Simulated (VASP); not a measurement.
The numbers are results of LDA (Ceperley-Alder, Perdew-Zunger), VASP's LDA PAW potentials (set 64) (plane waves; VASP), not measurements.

VASP input:

### POSCAR
```
SnO
1
    3.8000000000     0.0000000000     0.0000000000
    0.0000000000     3.8000000000     0.0000000000
    0.0000000000     0.0000000000     4.8400000000
Sn O
2 2
Direct
  0.5000000000   0.0000000000   0.7620000000
  0.0000000000   0.5000000000   0.2380000000
  0.5000000000   0.5000000000   0.0000000000
  0.0000000000   0.0000000000   0.0000000000
```

**KPOINTS**
```
Automatic mesh
0
Gamma
5 5 4
0 0 0
```

**INCAR**
```
SYSTEM = SnO
PREC = Accurate
ENCUT = 400
EDIFF = 1E-6
NELM = 100
ALGO = Normal
LREAL = .FALSE.
LASPH = .TRUE.
ISMEAR = -1
SIGMA = 0.01
LMAXMIX = 4
LWAVE = .FALSE.
LCHARG = .FALSE.
ISIF = 2
```

POTCAR, in this order: Sn_d O (LDA.64 set). Program: vasp_std.

Output of the run:

File OUTCAR:
```
 ion  position               nearest neighbor table
   1  0.500  0.000  0.762-   3 2.22   4 2.22   3 2.22   4 2.22   2 3.54   2 3.54   2 3.54   2 3.54
                             2 3.69   2 3.69   2 3.69   2 3.69
   2  0.000  0.500  0.238-   3 2.22   4 2.22   4 2.22   3 2.22   1 3.54   1 3.54   1 3.54   1 3.54
                             1 3.69   1 3.69   1 3.69   1 3.69
   3  0.500  0.500  0.000-   1 2.22   2 2.22   1 2.22   2 2.22
   4  0.000  0.000  0.000-   1 2.22   2 2.22   2 2.22   1 2.22
  LATTYP: Found a simple tetragonal cell.
 ALAT       =     3.8000000000
 C/A-ratio  =     1.2736842105
 Subroutine PRICEL returns:
 Original cell was already a primitive cell.
 Subroutine GETGRP returns: Found 16 space group operations
The static configuration has the point symmetry D_2d.
 The point group associated with its full space group is D_4h.
The dynamic configuration has the point symmetry D_2d.
 Subroutine INISYM returns: Found 16 space group operations
 Subroutine IBZKPT returns following result:
 Found     18 irreducible k-points:

 Following reciprocal coordinates:
            Coordinates               Weight
  0.000000  0.000000  0.000000      1.000000
  0.200000  0.000000  0.000000      4.000000
  0.400000  0.000000  0.000000      4.000000
  0.200000  0.200000  0.000000      4.000000
  0.400000  0.200000  0.000000      8.000000
  0.400000  0.400000  0.000000      4.000000
  0.000000  0.000000  0.250000      2.000000
  0.200000  0.000000  0.250000      8.000000
  0.400000  0.000000  0.250000      8.000000
  0.200000  0.200000  0.250000      8.000000
  0.400000  0.200000  0.250000     16.000000
  0.400000  0.400000  0.250000      8.000000
  0.000000  0.000000  0.500000      1.000000
  0.200000  0.000000  0.500000      4.000000
  0.400000  0.000000  0.500000      4.000000
  0.200000  0.200000  0.500000      4.000000
  0.400000  0.200000  0.500000      8.000000
  0.400000  0.400000  0.500000      4.000000
   k-points           NKPTS =     18   k-points in BZ     NKDIM =     18   number of bands    NBANDS=     24
   number of dos      NEDOS =    301   number of ions     NIONS =      4
   total plane-waves  NPLWV =  25088
   dimension x,y,z NGX =    28 NGY =   28 NGZ =   32
   dimension x,y,z NGXF=    56 NGYF=   56 NGZF=   64
   ions per type =               2   2
   PREC   = accura    normal or accurate (medium, high low for compatibility)
   ISTART =      0    job   : 0-new  1-cont  2-samecut
   ICHARG =      2    charge: 1-file 2-atom 10-const
   ISPIN  =      1    spin polarized calculation?
   LNONCOLLINEAR =      F non collinear calculations
   LSORBIT =      F    spin-orbit coupling
   INIWAV =      1    electr: 0-lowe 1-rand  2-diag
   ENCUT  =  400.0 eV  29.40 Ry    5.42 a.u.   6.20  6.20  7.89*2*pi/ulx,y,z
   NELM   =    100;   NELMIN=  2; NELMDL= -5     # of ELM steps
   EDIFF  = 0.1E-05   stopping-criterion for ELM
   LREAL  =      F    real-space projection
   NLSPLINE    = F    spline interpolate recip. space projectors
   LMAXMIX     =    4 max onsite mixed and CHGCAR
   VOSKOWN=      0    Vosko Wilk Nusair interpolation
   EDIFFG = 0.1E-04   stopping-criterion for IOM
   NSW    =      0    number of steps for IOM
   NBLOCK =      1;   KBLOCK =      1    inner block; outer block
   IBRION =     -1    ionic relax: 0-MD 1-quasi-New 2-CG
   NFREE  =      0    steps in history (QN), initial steepest desc. (CG)
   ISIF   =      2    stress and relaxation
   ISYM   =      2    0-nonsym 1-usesym 2-fastsym
   TEIN   =    0.0    initial temperature
   TEBEG  =    0.0;   TEEND  =   0.0 temperature during run
   SMASS  =  -3.00    Nose mass-parameter (am)
   PSTRESS=    0.0 pullay stress
   NELECT =      40.0000    total number of electrons
   EFERMI =   0.00;   METHOD = LEGACY
   ISMEAR =    -1;   SIGMA  =   0.01  broadening in eV -4-tet -1-fermi 0-gaus
   IALGO  =     38    algorithm
...
```

### OSZICAR
```
       N       E                     dE             d eps       ncg     rms          rms(c)
DAV:   1     0.359768835483E+03    0.35977E+03   -0.17872E+04   872   0.220E+03
DAV:   2     0.165942928281E+02   -0.34317E+03   -0.33520E+03   984   0.509E+02
DAV:   3    -0.275716932089E+02   -0.44166E+02   -0.43831E+02   976   0.177E+02
DAV:   4    -0.292379068416E+02   -0.16662E+01   -0.16642E+01  1016   0.384E+01
DAV:   5    -0.292858428322E+02   -0.47936E-01   -0.47929E-01  1088   0.634E+00    0.112E+01
DAV:   6    -0.258521273154E+02    0.34337E+01   -0.23252E+01  1448   0.517E+01    0.477E+00
DAV:   7    -0.258005296520E+02    0.51598E-01   -0.21397E+00   984   0.942E+00    0.252E+00
DAV:   8    -0.257721621891E+02    0.28367E-01   -0.61481E-01  1304   0.557E+00    0.105E+00
DAV:   9    -0.257448792848E+02    0.27283E-01   -0.18076E-01  1344   0.407E+00    0.236E-01
DAV:  10    -0.257465380169E+02   -0.16587E-02   -0.18158E-02  1256   0.114E+00    0.187E-01
DAV:  11    -0.257456762054E+02    0.86181E-03   -0.48647E-03  1392   0.669E-01    0.237E-02
DAV:  12    -0.257457323744E+02   -0.56169E-04   -0.57066E-04   912   0.146E-01    0.337E-02
DAV:  13    -0.257457225959E+02    0.97784E-05   -0.56402E-05  1328   0.892E-02    0.387E-03
DAV:  14    -0.257457230024E+02   -0.40648E-06   -0.38658E-06   976   0.177E-02
   1 F= -.25745723E+02 E0= -.25745723E+02  d E =-.126302E-11
```

File OUTCAR:
```
------------------------ aborting loop because EDIFF is reached ----------------------------------------
  FORCE on cell =-STRESS in cart. coord.  units (eV):
  Direction    XX          YY          ZZ          XY          YZ          ZX
  --------------------------------------------------------------------------------------
  Total       -2.2278497     -2.2278497     -2.1675213      0.0000000      0.0000000      0.0000000
  in kB      -51.0721235    -51.0721235    -49.6891303      0.0000000      0.0000000      0.0000000
  external PRESSURE =     -50.6111258 kB  Pullay stress =       0.0000000 kB
  volume of cell :       69.89
      direct lattice vectors                 reciprocal lattice vectors
     3.800000000  0.000000000  0.000000000     0.263157895  0.000000000  0.000000000
     0.000000000  3.800000000  0.000000000     0.000000000  0.263157895  0.000000000
     0.000000000  0.000000000  4.840000000     0.000000000  0.000000000  0.206611570
 POSITION                                       TOTAL-FORCE (eV/Angst)
 -----------------------------------------------------------------------------------
      1.90000      0.00000      3.68808         0.000000      0.000000      0.120569
      0.00000      1.90000      1.15192        -0.000000      0.000000     -0.120569
      1.90000      1.90000      0.00000        -0.000000      0.000000      0.000000
      0.00000      0.00000      0.00000        -0.000000     -0.000000      0.000000
 -----------------------------------------------------------------------------------
    total drift:                                0.000000      0.000000      0.000000
  FREE ENERGIE OF THE ION-ELECTRON SYSTEM (eV)
  ---------------------------------------------------
  free  energy   TOTEN  =       -25.7457230024 eV

  energy  without entropy=      -25.7457230024  energy(sigma->0) =      -25.74572300
```
(Selected blocks of OUTCAR.)

At this cut-off the stress carries a Pulay error, which pulls relaxed volumes low.

The structure is a typed SnO crystal (P4/nmm). The cell was not relaxed at this level. The run is one of a series of settings (GGA removed, POTCAR Sn_d O (LDA.64 set) against the base run), some of them coarse on purpose.
